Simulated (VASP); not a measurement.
# A VASP study of MnCO3 (Rhodochrosite) (rev-vdW-DF2 + U): structure first, properties next

Wanted: the relaxed cell of MnCO3 (Rhodochrosite) and its properties. The steps: relaxing cell and atoms (rev-vdW-DF2 + U), second relaxation, single point with fields (rev-vdW-DF2 + U), band structure (rev-vdW-DF2 + U), density of states (rev-vdW-DF2 + U), zone-centre phonons (rev-vdW-DF2 + U), optical spectrum (rev-vdW-DF2 + U) and electric field gradients (rev-vdW-DF2 + U). The start is a cell from a database of measured crystal structures.

Main program and level: VASP 6.6.1; rev-vdW-DF2, DFT+U (Mn d 5 eV), spin-polarised from a ferromagnetic start; plane waves and PAW (Mn_pv, C, O).

### 1. The structure

Before any relaxation, the start is as follows. It takes space group R-3c (No. 167, trigonal). Conventional cell: a = 4.773 Å, b = 4.773 Å, c = 15.642 Å, α = 90.00°, β = 90.00°, γ = 120.00°. Nearest to Mn lie 6 O at 2.19 Å. Nearest to C lie 3 O at 1.29 Å. Nearest to O lie 1 C at 1.29 Å and 2 Mn at 2.19 Å. Farther neighbours and most contacts between anions are not listed.

### 2. Relaxing cell and atoms (rev-vdW-DF2 + U)

Properties are meant for the cell that this level of theory prefers, so cell and atoms are relaxed first (ISIF = 3) until forces and stress are small; EDIFFG sets the threshold. rev-vdW-DF2 revises the exchange of vdW-DF2 for solids. LUSE_VDW switches on a nonlocal correlation term for dispersion. A Hubbard U penalises fractional filling of the localised shell, which semilocal functionals favour.

INCAR reads:

```
SYSTEM = MnCO3
PREC = Accurate
ENCUT = 520
EDIFF = 1E-06
NELM = 100
ISMEAR = 0
SIGMA = 0.05
LREAL = .FALSE.
ALGO = Normal
GGA = MK
AGGAC = 0
LUSE_VDW = .TRUE.
PARAM1 = 0.1234
PARAM2 = 0.711357
ZAB_VDW = -1.8867
LASPH = .TRUE.
NBANDS = 55
ISPIN = 2
MAGMOM = 4 4 0 0 0 0 0 0 0 0
LDAU = .TRUE.
LDAUTYPE = 2
LDAUL = 2 -1 -1
LDAUU = 5 0 0
LDAUJ = 0 0 0
LDAUPRINT = 1
LMAXMIX = 4
LORBIT = 11
LWAVE = .FALSE.
LCHARG = .FALSE.
KPAR = 8
IBRION = 2
NSW = 60
ISIF = 3
EDIFFG = -0.01
```

POSCAR reads:

```
MnCO3
1.0
    2.3865000000      4.1335392522      0.0000000000
   -2.3865000000      4.1335392522      0.0000000000
    0.0000000000     -2.7556928348      5.2140000000
Mn C O
2 2 6
Direct
    0.0000000000      0.0000000000      0.0000000000
    0.5000000000      0.5000000000      0.5000000000
    0.2500000000      0.2500000000      0.7500000000
    0.7500000000      0.7500000000      0.2500000000
    0.5195000000      0.9805000000      0.7500000000
    0.2500000000      0.5195000000      0.7500000000
    0.9805000000      0.2500000000      0.7500000000
    0.4805000000      0.0195000000      0.2500000000
    0.7500000000      0.4805000000      0.2500000000
    0.0195000000      0.7500000000      0.2500000000
```

KPOINTS reads:

```
Automatic mesh
0
Gamma
5 5 5
0 0 0
```

Potentials, in the order of the species: Mn_pv, C and O (PBE family, release 64).

Run with:

```sh
$ mpirun -np 8 vasp_std
```

The program printed:

```text
[banner, memory and clock lines left out]
running    8 mpi-ranks, on    1 nodes
 distrk:  each k-point on    1 cores,    8 groups
 distr:  one band on    1 cores,    1 groups

 POSCAR found type information on POSCAR MnC O
 POSCAR found :  3 types and      10 ions
|                                                                             |
|           W    W    AA    RRRRR   N    N  II  N    N   GGGG   !!!           |
|           W    W   A  A   R    R  NN   N  II  NN   N  G    G  !!!           |
|           W    W  A    A  R    R  N N  N  II  N N  N  G       !!!           |
|           W WW W  AAAAAA  RRRRR   N  N N  II  N  N N  G  GGG   !            |
|           WW  WW  A    A  R   R   N   NN  II  N   NN  G    G                |
|           W    W  A    A  R    R  N    N  II  N    N   GGGG   !!!           |
|                                                                             |
|     For optimal performance we recommend to set                             |
|       NCORE = 2 up to number-of-cores-per-socket                            |
|     NCORE specifies how many cores store one orbital (NPAR=cpu/NCORE).      |
|     This setting can greatly improve the performance of VASP for DFT.       |
|     The default, NCORE=1 might be grossly inefficient on modern             |
|     multi-core architectures or massively parallel machines. Do your        |
|     Unfortunately you need to use the default for GW and RPA                |
|     calculations (for HF NCORE is supported but not extensively tested      |
|     yet).                                                                   |
|                                                                             |

|                                                                             |
|               ----> ADVICE to this user running VASP <----                  |
|                                                                             |
|     You have switched on vdW-DFT.                                           |
|     This routine was written and supplied by Jiri Klimes. We recommend      |
|     that you carefully read and cite the following publications:            |
|       J. Klimes, D.R. Bowler, A. Michelides                                 |
|          J. Phys.: Cond Matt. 22 022201 (2010)                              |
|       J. Klimes, D.R. Bowler, A. Michelides                                 |
|          Phys. Rev. B. 83, 195131 (2011)                                    |
|     and references therein.                                                 |
|                                                                             |

|                                                                             |
|               ----> ADVICE to this user running VASP <----                  |
|                                                                             |
|     You enforced a specific xc type in the INCAR file but a different       |
|     [... a line on the potential file left out ...]
|     I HOPE YOU KNOW WHAT YOU ARE DOING!                                     |
|                                                                             |

 LDA part: xc-table for (Slater+PW92), standard interpolation
 POSCAR, INCAR and KPOINTS ok, starting setup
 FFT: planning ... GRIDC
 FFT: planning ... GRID_SOFT
 FFT: planning ... GRID
 WAVECAR not read
 entering main loop
       N       E                     dE             d eps       ncg     rms          rms(c)
DAV:   1     0.815021555057E+03    0.81502E+03   -0.36497E+04  4276   0.140E+03
DAV:   2     0.135809413246E+02   -0.80144E+03   -0.73905E+03  4275   0.417E+02
DAV:   3    -0.639369871838E+02   -0.77518E+02   -0.75898E+02  4793   0.143E+02
DAV:   4    -0.655827191313E+02   -0.16457E+01   -0.16362E+01  4960   0.216E+01
DAV:   5    -0.656087377630E+02   -0.26019E-01   -0.25996E-01  5389   0.270E+00    0.246E+01
DAV:   6    -0.610558800536E+02    0.45529E+01   -0.26592E+01  5250   0.333E+01    0.193E+01
DAV:   7    -0.621148834261E+02   -0.10590E+01   -0.44438E+00  4786   0.137E+01    0.118E+01
DAV:   8    -0.622625458882E+02   -0.14766E+00   -0.40842E-01  5147   0.452E+00    0.848E+00
DAV:   9    -0.623743527432E+02   -0.11181E+00   -0.21943E-01  4981   0.309E+00    0.101E+00
DAV:  10    -0.623851688390E+02   -0.10816E-01   -0.43194E-02  5091   0.127E+00    0.288E-01
DAV:  11    -0.623934737371E+02   -0.83049E-02   -0.10922E-02  5193   0.872E-01    0.278E-01
DAV:  12    -0.623956978513E+02   -0.22241E-02   -0.69579E-04  4863   0.286E-01    0.793E-02
DAV:  13    -0.623957706862E+02   -0.72835E-04   -0.23776E-04  4878   0.786E-02    0.465E-02
DAV:  14    -0.623957860207E+02   -0.15334E-04   -0.22830E-05  4755   0.368E-02    0.170E-02
DAV:  15    -0.623957943402E+02   -0.83196E-05   -0.62283E-06  4803   0.200E-02    0.112E-02
DAV:  16    -0.623957951540E+02   -0.81376E-06   -0.22725E-06  3951   0.944E-03
   1 F= -.62395795E+02 E0= -.62395795E+02  d E =-.623958E+02  mag=    10.0000
 curvature:   0.00 expect dE= 0.000E+00 dE for cont linesearch  0.000E+00
 trial: gam= 0.00000 g(F)=  0.120E+00 g(S)=  0.148E+00 ort = 0.000E+00 (trialstep = 0.100E+01)
 search vector abs. value=  0.268E+00
 bond charge predicted
       N       E                     dE             d eps       ncg     rms          rms(c)
DAV:   1    -0.627487024609E+02   -0.35291E+00   -0.50205E+01  4817   0.441E+01    0.975E+00
DAV:   2    -0.621228816391E+02    0.62582E+00   -0.31530E+00  5055   0.143E+01    0.843E+00
DAV:   3    -0.621315544702E+02   -0.86728E-02   -0.18335E-01  5027   0.258E+00    0.245E+00
DAV:   4    -0.621077524753E+02    0.23802E-01   -0.19391E-02  5000   0.921E-01    0.154E+00
DAV:   5    -0.620964687266E+02    0.11284E-01   -0.93055E-03  4845   0.563E-01    0.318E-01
DAV:   6    -0.620970147219E+02   -0.54600E-03   -0.16451E-03  4836   0.320E-01    0.108E-01
DAV:   7    -0.620970294252E+02   -0.14703E-04   -0.31755E-04  5049   0.892E-02    0.521E-02
DAV:   8    -0.620970270757E+02    0.23495E-05   -0.16103E-05  4819   0.236E-02    0.244E-02
DAV:   9    -0.620970290572E+02   -0.19815E-05   -0.35281E-06  4756   0.111E-02    0.754E-03
DAV:  10    -0.620970267450E+02    0.23122E-05   -0.81461E-07  3204   0.466E-03    0.162E-03
DAV:  11    -0.620970264136E+02    0.33138E-06   -0.11130E-07  2832   0.219E-03
   2 F= -.62097026E+02 E0= -.62097026E+02  d E =0.298769E+00  mag=    10.0000
[... from here on, the cycles between the ionic steps are left out ...]
   3 F= -.62424572E+02 E0= -.62424572E+02  d E =-.287764E-01  mag=    10.0000
   4 F= -.62424605E+02 E0= -.62424605E+02  d E =-.288102E-01  mag=    10.0000
   5 F= -.62429468E+02 E0= -.62429468E+02  d E =-.486252E-02  mag=    10.0000
   6 F= -.62430001E+02 E0= -.62430001E+02  d E =-.539561E-02  mag=    10.0000
   7 F= -.62430009E+02 E0= -.62430009E+02  d E =-.540344E-02  mag=    10.0000
   8 F= -.62430471E+02 E0= -.62430471E+02  d E =-.462087E-03  mag=    10.0000
   9 F= -.62430653E+02 E0= -.62430653E+02  d E =-.644181E-03  mag=    10.0000
  10 F= -.62430821E+02 E0= -.62430821E+02  d E =-.168273E-03  mag=    10.0000
  11 F= -.62431157E+02 E0= -.62431157E+02  d E =-.503958E-03  mag=    10.0000
  12 F= -.62431079E+02 E0= -.62431079E+02  d E =-.426415E-03  mag=    10.0000
  13 F= -.62431246E+02 E0= -.62431246E+02  d E =-.592805E-03  mag=    10.0000
  14 F= -.62431262E+02 E0= -.62431262E+02  d E =-.158189E-04  mag=    10.0000
 trial-energy change:   -0.000016  1 .order   -0.000015   -0.000018   -0.000012
 step:   0.4973(harm=  0.4973)  dis= 0.00049  next Energy=   -62.431274 (dE=-0.280E-04)
 bond charge predicted
       N       E                     dE             d eps       ncg     rms          rms(c)
DAV:   1    -0.624314081739E+02   -0.14559E-03   -0.10519E-02  4187   0.526E-01    0.101E-01
DAV:   2    -0.624313130025E+02    0.95171E-04   -0.28260E-04  4890   0.110E-01    0.713E-02
DAV:   3    -0.624312883496E+02    0.24653E-04   -0.20081E-05  4778   0.297E-02    0.327E-02
DAV:   4    -0.624312747825E+02    0.13567E-04   -0.72493E-06  5208   0.160E-02    0.135E-02
DAV:   5    -0.624312776975E+02   -0.29150E-05   -0.24402E-06  3594   0.899E-03    0.392E-03
DAV:   6    -0.624312754416E+02    0.22560E-05   -0.40559E-07  2615   0.443E-03    0.236E-03
DAV:   7    -0.624312759276E+02   -0.48603E-06   -0.10411E-07  2349   0.209E-03
  15 F= -.62431276E+02 E0= -.62431276E+02  d E =-.301078E-04  mag=    10.0000
 curvature:  -1.56 expect dE=-0.118E-04 dE for cont linesearch -0.857E-08
 trial: gam=-0.07123 g(F)=  0.433E-05 g(S)=  0.326E-05 ort = 0.197E-05 (trialstep = 0.227E+00)
 search vector abs. value=  0.109E-04
 reached required accuracy - stopping structural energy minimisation
```

The job ended after 17 min (8 MPI ranks of Intel Xeon 6975P-C (Granite Rapids), shared host; peak memory 5.9 GiB).

Lines that name or quote the potential files are left out of all logs, and their timing lines are given in words.

[end of part 1 of 9]

[Lines on the potential files, build, host, timing and source positions are cut from VASP's logs without a mark.]

[Logs are printed without paths, hosts, clocks, repeated set-up lines and the standing remarks that a program may print on its own settings, such as how far it seeks lower states.]

[Hosts, paths, dates, database ids (printed as entryN), source tags and the programs' standing remarks are cut or masked in the printed files.]

[A measured line is paired with the nearest computed mode of its activity, which favours agreement.]
